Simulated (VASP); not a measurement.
Write the native input for VASP 6.6.1 that does the following.

```yaml
Task: electric field gradients
Functional: PBE
Potentials_or_basis: VASP PAW PBE potentials, release 64 (Hg, Se, Te)
Cutoff: 520 eV
k_mesh: 3 × 3 × 2
Occupations: fermi-dirac, width 0.01 eV
Spin: no spin polarisation
Dipole_correction: no
Further_INCAR_settings: LREAL = Auto; ALGO = Fast; EDIFF = 1e-08; NBANDS = 126
```

The structure of Hg12Te11Se (a cell with a defect) lies in POSCAR:

```
Hg12Te11Se
1.0
    9.3108750032      0.0000000000      0.0000000000
   -4.6554375016      8.0634542842      0.0000000000
    0.0000000000      0.0000000000     10.4231886400
Hg Se Te
12 1 11
Direct
    0.1580707650      0.1580707650      0.0000000000
    0.1580707650      0.6580707650      0.0000000000
    0.6580707650      0.1580707650      0.0000000000
    0.6580707650      0.6580707650      0.0000000000
    0.0000000000      0.3419292350      0.6666666667
    0.0000000000      0.8419292350      0.6666666667
    0.5000000000      0.3419292350      0.6666666667
    0.5000000000      0.8419292350      0.6666666667
    0.3419292350      0.0000000000      0.3333333333
    0.3419292350      0.5000000000      0.3333333333
    0.8419292350      0.0000000000      0.3333333333
    0.8419292350      0.5000000000      0.3333333333
    0.2427854750      0.2427854750      0.5000000000
    0.2427854750      0.7427854750      0.5000000000
    0.7427854750      0.2427854750      0.5000000000
    0.7427854750      0.7427854750      0.5000000000
    0.0000000000      0.2572145250      0.1666666667
    0.0000000000      0.7572145250      0.1666666667
    0.5000000000      0.2572145250      0.1666666667
    0.5000000000      0.7572145250      0.1666666667
    0.2572145250      0.0000000000      0.8333333333
    0.2572145250      0.5000000000      0.8333333333
    0.7572145250      0.0000000000      0.8333333333
    0.7572145250      0.5000000000      0.8333333333
```

One way to write it, as run:

INCAR

```
PREC = Accurate ; ENCUT = 520
EDIFF = 1E-8 ; ISMEAR = -1
SIGMA = 0.01 ; LREAL = Auto
LASPH = True ; NELM = 100
ALGO = Fast ; ISIF = 2
LWAVE = False ; LCHARG = False
GGA = PE ; LEFG = True
NBANDS = 126
```

KPOINTS

```
Automatic mesh
0
Gamma
  3 3 2
```

Potentials or basis: VASP PAW PBE potentials, release 64 (Hg, Se, Te).

Command:

```console
$ cat potpaw_PBE.64/Hg/POTCAR potpaw_PBE.64/Se/POTCAR potpaw_PBE.64/Te/POTCAR > POTCAR
$ mpirun -np 1 vasp_std > vasp.out
```

Results of the run:

- Pressure: 0.7 GPa
- Largest force: 0.834 eV/Å
- Band gap on the k mesh: 0.58 eV, indirect (least direct gap 0.73 eV)

Caveat: spin-orbit coupling is left out, which moves the levels of the heavy elements.

Run time: 25 min on 1 thread of Intel(R) Xeon(R) Platinum 8488C (Sapphire Rapids), with other jobs on the host, peak memory 1.1 GiB.
